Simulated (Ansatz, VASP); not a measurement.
# Cross-check of ZrSi2 between VASP and Ansatz

Aim: how closely do two programs agree when they are given the same cell, functional and k mesh? The cell is taken from a series of runs on this material, whose earlier steps may have relaxed, scaled, displaced or heated it; both programs get it as it stands.

Main program and level: Ansatz 0.2.0; plane waves, with VASP 6.6.1 beside it; relaxation of cell and atoms at r2SCAN.

## Step 1: Set-up

The structure is orthorhombic, space group Cmcm (No. 63). The conventional cell has a = 3.706 Å, b = 14.735 Å, c = 3.672 Å, α = 90.00°, β = 90.00°, γ = 90.00°. Nearest to Zr lie 10 Si at 2.72 to 2.97 Å. Nearest to Si lie 2 Si at 2.40 Å and 6 Zr at 2.72 to 2.97 Å. Nearest to Si lie 4 Si at 2.61 Å and 4 Zr at 2.81 to 2.83 Å. Farther neighbours are not listed.

Coordinates:

```cif
data_structure
_symmetry_space_group_name_H-M 'P 1'
_symmetry_Int_Tables_number 1
_cell_length_a 7.5970
_cell_length_b 7.5970
_cell_length_c 3.6720
_cell_angle_alpha 90.000
_cell_angle_beta 90.000
_cell_angle_gamma 151.765
_cell_volume 100.26
loop_
_atom_site_label
_atom_site_type_symbol
_atom_site_fract_x
_atom_site_fract_y
_atom_site_fract_z
_atom_site_occupancy
Zr1 Zr 0.89460 0.10540 0.25000 1
Zr2 Zr 0.10540 0.89460 0.75000 1
Si3 Si 0.55220 0.44780 0.25000 1
Si4 Si 0.44780 0.55220 0.75000 1
Si5 Si 0.24960 0.75040 0.25000 1
Si6 Si 0.75040 0.24960 0.75000 1
```

## Step 2: VASP: relaxation of cell and atoms, r2SCAN

The relaxed volume is the usual yardstick between codes: in a stiff, nearly cubic crystal its relative difference is about their pressure difference at one cell divided by the bulk modulus.

Lines of VASP's logs that name or quote its potential files are left out, and so is its time.

INCAR

```
SYSTEM = ZrSi2
PREC = Accurate
ENCUT = 550
EDIFF = 1E-07
NELM = 120
ISMEAR = 0
SIGMA = 0.1
LREAL = .FALSE.
ALGO = Normal
METAGGA = R2SCAN
LASPH = .TRUE.
NBANDS = 26
LORBIT = 11
LWAVE = .FALSE.
LCHARG = .FALSE.
ISIF = 3
IBRION = 2
NSW = 80
EDIFFG = -0.005
GGA_COMPAT = .FALSE.
NELMIN = 4
LMIXTAU = .TRUE.
KPAR = 2
```

POSCAR

```
ZrSi2
1.0
    1.8530000000     -7.3675000000      0.0000000000
    1.8530000000      7.3675000000      0.0000000000
    0.0000000000      0.0000000000      3.6720000000
Zr Si
2 4
Direct
    0.8946000000      0.1054000000      0.2500000000
    0.1054000000      0.8946000000      0.7500000000
    0.5522000000      0.4478000000      0.2500000000
    0.4478000000      0.5522000000      0.7500000000
    0.2496000000      0.7504000000      0.2500000000
    0.7504000000      0.2496000000      0.7500000000
```

KPOINTS

```
Automatic mesh
0
Gamma
8 8 8
0 0 0
```

The projector-augmented-wave data sets are Zr_sv and Si (PBE family, release 64).

Run with:

```
> mpirun -np 2 vasp_std
```

Numbers of over 12 decimals in the logs are rounded to 6 here.

The log of the run:

```text
[banner, memory and clock lines left out]
running    2 mpi-ranks, on    1 nodes
 distrk:  each k-point on    1 cores,    2 groups
 distr:  one band on    1 cores,    1 groups

 POSCAR found type information on POSCAR ZrSi
 POSCAR found :  2 types and       6 ions
|                                                                             |
|               ----> ADVICE to this user running VASP <----                  |
|                                                                             |
|     You enforced a specific xc type in the INCAR file but a different       |
|     [... a line on the potential file left out ...]
|     I HOPE YOU KNOW WHAT YOU ARE DOING!                                     |
|                                                                             |

 LDA part: xc-table for (None), standard interpolation
 POSCAR, INCAR and KPOINTS ok, starting setup
 FFT: planning ... GRIDC
 FFT: planning ... GRID_SOFT
 FFT: planning ... GRID
 WAVECAR not read
 entering main loop
       N       E                     dE             d eps       ncg     rms          rms(c)
DAV:   1     0.240589570489E+03    0.24059E+03   -0.21019E+04  5460   0.155E+03
DAV:   2    -0.719376136844E+02   -0.31253E+03   -0.30712E+03  6398   0.377E+02
DAV:   3    -0.979087949904E+02   -0.25971E+02   -0.25720E+02 10328   0.805E+01
DAV:   4    -0.992730806026E+02   -0.13643E+01   -0.13591E+01  7254   0.189E+01
DAV:   5    -0.993397747194E+02   -0.66694E-01   -0.66660E-01  8832   0.314E+00    0.271E+01
DAV:   6    -0.887888873267E+02    0.10551E+02   -0.99804E+00  8086   0.194E+01    0.970E+00
DAV:   7    -0.828143263566E+02    0.59746E+01   -0.25657E+00  7638   0.108E+01    0.289E+00
DAV:   8    -0.858823800197E+02   -0.30681E+01   -0.29596E+00  8494   0.985E+00    0.207E+00
DAV:   9    -0.842922114816E+02    0.15902E+01   -0.41791E-01  6748   0.600E+00    0.138E+00
DAV:  10    -0.843825947852E+02   -0.90383E-01   -0.43548E-01  7158   0.435E+00    0.459E-01
DAV:  11    -0.845317932081E+02   -0.14920E+00   -0.16199E-01  5832   0.294E+00    0.231E-01
DAV:  12    -0.845342927075E+02   -0.24995E-02   -0.93544E-03  8274   0.572E-01    0.157E-01
DAV:  13    -0.845183100326E+02    0.15983E-01   -0.18771E-02  6106   0.102E+00    0.261E-01
DAV:  14    -0.845338236203E+02   -0.15514E-01   -0.11307E-02  5882   0.772E-01    0.681E-02
DAV:  15    -0.845354189830E+02   -0.15954E-02   -0.17266E-03  7092   0.296E-01    0.351E-02
DAV:  16    -0.845354193780E+02   -0.39504E-06   -0.87276E-05  7850   0.701E-02    0.295E-02
DAV:  17    -0.845354586659E+02   -0.39288E-04   -0.83033E-05  6806   0.682E-02    0.278E-02
DAV:  18    -0.845354848900E+02   -0.26224E-04   -0.33493E-05  6698   0.556E-02    0.130E-02
DAV:  19    -0.845354956446E+02   -0.10755E-04   -0.98685E-06  7328   0.236E-02    0.906E-03
DAV:  20    -0.845354964402E+02   -0.79559E-06   -0.96246E-07  6700   0.489E-03    0.723E-03
DAV:  21    -0.845354963099E+02    0.13027E-06   -0.39667E-06  7066   0.991E-03    0.245E-03
DAV:  22    -0.845354971458E+02   -0.83583E-06   -0.57617E-07  5690   0.535E-03    0.153E-03
DAV:  23    -0.845354971614E+02   -0.15601E-07   -0.15741E-08  3368   0.983E-04
   1 F= -.84535497E+02 E0= -.84531664E+02  d E =-.845355E+02
[... from here on, the cycles between the ionic steps are left out ...]
   2 F= -.84540672E+02 E0= -.84537242E+02  d E =-.517496E-02
   3 F= -.84540832E+02 E0= -.84537487E+02  d E =-.533469E-02
   4 F= -.84542360E+02 E0= -.84539103E+02  d E =-.152846E-02
   5 F= -.84542725E+02 E0= -.84539514E+02  d E =-.189275E-02
   6 F= -.84542704E+02 E0= -.84539495E+02  d E =0.207674E-04
   7 F= -.84542881E+02 E0= -.84539671E+02  d E =-.156549E-03
   8 F= -.84542881E+02 E0= -.84539671E+02  d E =-.156725E-03
 curvature:  -0.36 expect dE=-0.906E-05 dE for cont linesearch -0.231E-08
 trial: gam= 0.06807 g(F)=  0.140E-04 g(S)=  0.113E-04 ort =-0.208E-05 (trialstep = 0.107E+01)
 search vector abs. value=  0.281E-04
 bond charge predicted
       N       E                     dE             d eps       ncg     rms          rms(c)
DAV:   1    -0.845429002114E+02   -0.18834E-04   -0.19141E-03  5518   0.314E-01    0.260E-02
DAV:   2    -0.845428936168E+02    0.65946E-05   -0.87920E-05  7116   0.610E-02    0.121E-02
DAV:   3    -0.845428937350E+02   -0.11813E-06   -0.16328E-05  6900   0.279E-02    0.565E-03
DAV:   4    -0.845428936973E+02    0.37645E-07   -0.35744E-06  7076   0.133E-02    0.291E-03
DAV:   5    -0.845428941149E+02   -0.41753E-06   -0.16476E-06  6216   0.102E-02    0.128E-03
DAV:   6    -0.845428944021E+02   -0.28726E-06   -0.49077E-07  6262   0.575E-03    0.490E-04
DAV:   7    -0.845428944886E+02   -0.86463E-07   -0.95307E-08  3276   0.275E-03
   9 F= -.84542894E+02 E0= -.84539682E+02  d E =-.131643E-04
 trial-energy change:   -0.000013  1 .order   -0.000012   -0.000027    0.000002
 step:   1.0045(harm=  0.9949)  dis= 0.00061  next Energy=   -84.542895 (dE=-0.132E-04)
 reached required accuracy - stopping structural energy minimisation
```

Parts of OUTCAR (step 2):

```text
ion  position               nearest neighbor table
   1  0.895  0.105  0.250-   4 2.72   4 2.72   4 2.72   4 2.72   6 2.81   6 2.81   5 2.83   5 2.83
                             3 2.97   3 2.97   2 3.61   2 3.61
   2  0.105  0.895  0.750-   3 2.72   3 2.72   3 2.72   3 2.72   5 2.81   5 2.81   6 2.83   6 2.83
                             4 2.97   4 2.97   1 3.61   1 3.61
   3  0.552  0.448  0.250-   4 2.40   4 2.40   2 2.72   2 2.72   2 2.72   2 2.72   1 2.97   1 2.97

  LATTYP: Found a base centered orthorhombic cell.
 ALAT       =     3.7060000000
 B/A-ratio  =     3.9759848894
 C/A-ratio  =     0.9908256881

 Subroutine GETGRP returns: Found  8 space group operations
 (whereof  4 operations were pure point group operations)

The static configuration has the point symmetry C_2h.
 The point group associated with its full space group is D_2h.

 Found    105 irreducible k-points:

   k-points           NKPTS =    105   k-points in BZ     NKDIM =    105   number of bands    NBANDS=     26

   dimension x,y,z NGX =    60 NGY =   60 NGZ =   28
   dimension x,y,z NGXF=   120 NGYF=  120 NGZF=   56

   ENCUT  =  550.0 eV  40.42 Ry    6.36 a.u.  14.53 14.53  7.02*2*pi/ulx,y,z

   NELECT =      40.0000    total number of electrons

 k-points in reciprocal lattice and weights: Automatic mesh
   0.00000000  0.00000000  0.00000000       0.002
   0.12500000  0.00000000  0.00000000       0.008
   0.25000000  0.00000000  0.00000000       0.008
   0.37500000  0.00000000  0.00000000       0.008
   0.50000000  0.00000000  0.00000000       0.004
   0.12500000  0.12500000  0.00000000       0.004
   0.25000000  0.12500000  0.00000000       0.008
   0.37500000  0.12500000  0.00000000       0.008
   0.50000000  0.12500000  0.00000000       0.008
[...]
-0.37500000  0.37500000  0.50000000       0.004
   0.50000000  0.50000000  0.50000000       0.002

 average (electrostatic) potential at core
       1 -78.8766       2 -78.8766       3 -82.5060       4 -82.5060       5 -82.5277
       6 -82.5277

 E-fermi :  10.0938

 k-point     1 :       0.0000    0.0000    0.0000
  band No.  band energies     occupation
    ...
     16       7.4059      2.00000
     17       7.4402      2.00000
     18       7.4978      2.00000
     19       7.6336      2.00000
     20      10.0481      1.48229
     21      11.3159      0.00000
     22      11.5069      0.00000
     23      11.5689      0.00000
     24      11.8212      0.00000
     25      12.3779      0.00000
    ...

 k-point     2 :       0.1250    0.0000    0.0000
  band No.  band energies     occupation
    ...
     15       7.0014      2.00000
     16       7.1996      2.00000
     17       7.4280      2.00000
     18       7.8191      2.00000
     19       8.1178      2.00000
     20      10.4763      0.00000
     21      10.8051      0.00000
     22      11.3089      0.00000
     23      11.6786      0.00000
     24      11.8394      0.00000
    ...

 k-point     3 :       0.2500    0.0000    0.0000
  band No.  band energies     occupation
    ...
     16       7.4863      2.00000
     17       7.6235      2.00000
     18       8.0891      2.00000
     19       8.3773      2.00000
     20       9.7715      1.99999
     21      10.8255      0.00000
     22      11.0257      0.00000
     23      11.0802      0.00000
     24      11.9320      0.00000
     25      12.0293      0.00000
    ...

  Total       -0.0125268      0.0011834      0.0108836      0.0000000      0.0000000      0.0000000
  in kB       -0.1995926      0.0188551      0.1734105      0.0000000      0.0000000      0.0000000
  external PRESSURE =      -0.0024424 kB  Pullay stress =       0.0000000 kB

  energy-cutoff  :      550.00
  volume of cell :      100.56
      direct lattice vectors                 reciprocal lattice vectors
     1.840172734 -7.444739382  0.000000000     0.271713623 -0.067161518 -0.000000000
     1.840172734  7.444739382 -0.000000000     0.271713623  0.067161518  0.000000000
     0.000000000 -0.000000000  3.670028733     0.000000000  0.000000000  0.272477431

 POSITION                                       TOTAL-FORCE (eV/Angst)
 -----------------------------------------------------------------------------------
      1.84017     -5.86570      0.91751         0.000000     -0.001604      0.000000
      1.84017      5.86570      2.75252         0.000000      0.001604     -0.000000
      1.84017     -0.76537      0.91751         0.000000      0.000975     -0.000000
      1.84017      0.76537      2.75252         0.000000     -0.000975      0.000000
      1.84017      3.72049      0.91751         0.000000      0.000903     -0.000000
      1.84017     -3.72049      2.75252         0.000000     -0.000903      0.000000
 -----------------------------------------------------------------------------------
    total drift:                                0.000000      0.000000     -0.000000

  FREE ENERGIE OF THE ION-ELECTRON SYSTEM (eV)
  ---------------------------------------------------
  free  energy   TOTEN  =       -84.5428944886 eV

  energy  without entropy=      -84.5364691771  energy(sigma->0) =      -84.53968183

 reached required accuracy - stopping structural energy minimisation

 total charge
# of ion       s       p       d       tot
------------------------------------------
    1        2.146   5.991   1.742   9.878
    2        2.146   5.991   1.742   9.878
    3        0.766   0.953   0.000   1.719
    4        0.766   0.953   0.000   1.719
    5        0.749   0.883   0.000   1.632
    6        0.749   0.883   0.000   1.632
--------------------------------------------------
tot          7.322  15.653   3.483  26.458

[... 3 further parts left out ...]
```

CONTCAR:

```
ZrSi2
   1.00000000000000
     1.8401727344792778   -7.4447393821585059    0.0000000000000000
     1.8401727344792778    7.4447393821585059   -0.0000000000000000
     0.0000000000000000   -0.0000000000000000    3.6700287332195036
  Zr              Si
     2     4
Direct
     0.8939493761254877    0.1060506238745121    0.2500000000000000
     0.1060506238745121    0.8939493761254877    0.7500000000000000
     0.5514034393143081    0.4485965606856919    0.2500000000000000
     0.4485965606856919    0.5514034393143081    0.7500000000000000
     0.2501260924703030    0.7498739075296970    0.2500000000000000
     0.7498739075296970    0.2501260924703030    0.7500000000000000
```

The run keeps the 8 symmetry operations of its start, so it cannot find a distortion of lower symmetry.

[end of part 1 of 2]

[Lines on the potential files, build, host, timing and source positions are cut from VASP's logs without a mark.]

[Logs are printed without paths, hosts, clocks, repeated set-up lines and the standing remarks that a program may print on its own settings, such as how far it seeks lower states.]

[Hosts, paths, dates, database ids (printed as entryN), source tags and the programs' standing remarks are cut or masked in the printed files.]
